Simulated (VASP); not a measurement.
Computed with PBEsol GGA, VASP's PBE PAW potentials (set 64) (plane waves; VASP).

VASP input:

**POSCAR**
```
BiN
1.0
  3.6988090000   0.0000000000   0.0000000000
 -1.8494040000   3.2032620000   0.0000000000
  0.0000000000   0.0000000000   5.1552340000
Bi N
2 2
Direct
  0.0000000000   0.0000000000   0.0000000000
  0.0000000000   0.0000000000   0.5000000000
  0.3333330000   0.6666670000   0.2500000000
  0.6666670000   0.3333330000   0.7500000000
```

### INCAR
```
! general
SYSTEM  = BiN
PREC    = Accurate
ENCUT   = 400   ! plane-wave cut-off (eV)
LREAL   = .False.   ! projection in real space or not
LASPH   = .True.   ! aspherical one-centre terms

! electronic loop
EDIFF   = 1E-6   ! SCF stop (eV)
NELM    = 100   ! most electronic steps
ALGO    = Normal   ! blocked Davidson
LMAXMIX = 4

! smearing
ISMEAR  = 0
SIGMA   = 0.05

! functional
GGA     = PS

! ions
ISIF    = 2   ! forces and stress, cell fixed

! output
LWAVE   = .False.
LCHARG  = .False.
```

KPOINTS:
```
Automatic mesh
0
Gamma
8 8 5
0 0 0
```

POTCAR, in this order: Bi_d N (PBE.64 set). Program: vasp_std.

At this cut-off the stress carries a Pulay error, which pulls relaxed volumes low. Unless said otherwise, spin-orbit coupling is left out, though it shifts the bands of the heavy elements here.

Q: What does the run give for the energy per atom (σ→0), pressure, band gap (on the k-mesh)?

A: 
| Item | Result |
|---|---|
| energy per atom (σ→0) | -4.970 eV/atom |
| band gap (on the k-mesh) | none (metal, semimetal or under 0.01 eV) |
| pressure | 24.68 GPa |

### OSZICAR
```
...
DAV:   9    -0.198784634071E+02    0.23168E-01   -0.10853E-01  1912   0.187E+00    0.394E-01
DAV:  10    -0.198791479174E+02   -0.68451E-03   -0.75723E-03  1936   0.511E-01    0.890E-02
DAV:  11    -0.198789778832E+02    0.17003E-03   -0.18305E-03  2040   0.207E-01    0.515E-02
DAV:  12    -0.198789699337E+02    0.79495E-05   -0.12245E-04  1664   0.880E-02    0.372E-02
DAV:  13    -0.198789660499E+02    0.38838E-05   -0.99052E-06  1656   0.296E-02    0.121E-02
DAV:  14    -0.198789635760E+02    0.24739E-05   -0.62938E-06  1608   0.164E-02    0.432E-04
DAV:  15    -0.198789634186E+02    0.15741E-06   -0.49373E-07  1144   0.537E-03
   1 F= -.19878963E+02 E0= -.19878481E+02  d E =-.964984E-03
```

The structure was generated: BiN was put into an ordered model structure, which need not be its known phase. The cell was not relaxed at this level. The run is one of a series of settings (GGA = PS against the base run), some of them coarse on purpose.
